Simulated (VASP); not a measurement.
Here is the system:

```yaml
crystal:
  lattice:
    - [5.66675, -0.00074, -0.00074]
    - [-0.00074, 5.66675, -0.00074]
    - [-0.00074, -0.00074, 5.66675]
  atoms:
    - { symbol: Si, position: [0.00309, 0.00309, 0.00309] }
    - { symbol: Si, position: [0.24691, 0.24691, 0.24691] }
    - { symbol: Ge, position: [0.49674, 0.49674, 0.00329] }
    - { symbol: Ge, position: [0.75326, 0.75326, 0.24671] }
    - { symbol: Ge, position: [0.49674, 0.00329, 0.49674] }
    - { symbol: Ge, position: [0.75326, 0.24671, 0.75326] }
    - { symbol: Ge, position: [0.00329, 0.49674, 0.49674] }
    - { symbol: Ge, position: [0.24671, 0.75326, 0.75326] }
```

Calculation: PBE GGA, VASP's PBE PAW potentials (set 64) (plane waves; VASP). Numerical set-up: 400 eV cut-off, 4×4×4 Γ-centred mesh, Gaussian smearing of 0.050 eV, potentials Si Ge_d.

**Question.** Predict the energy per atom (σ→0), band gap (on the k-mesh) with the smallest direct gap where there is one.

**Answer.** 
```
Quantity                                     Result
-----------------------------------  --------------
band gap (on the k-mesh)                    0.18 eV
smallest direct gap (on the k-mesh)         0.47 eV
energy per atom (σ→0)                -4.725 eV/atom
```

The absolute energy has meaning only against runs of the same code, potentials and settings.

The structure was generated: Ge6Si2 was put into an ordered model structure (R-3m), which need not be its known phase. It was relaxed first.
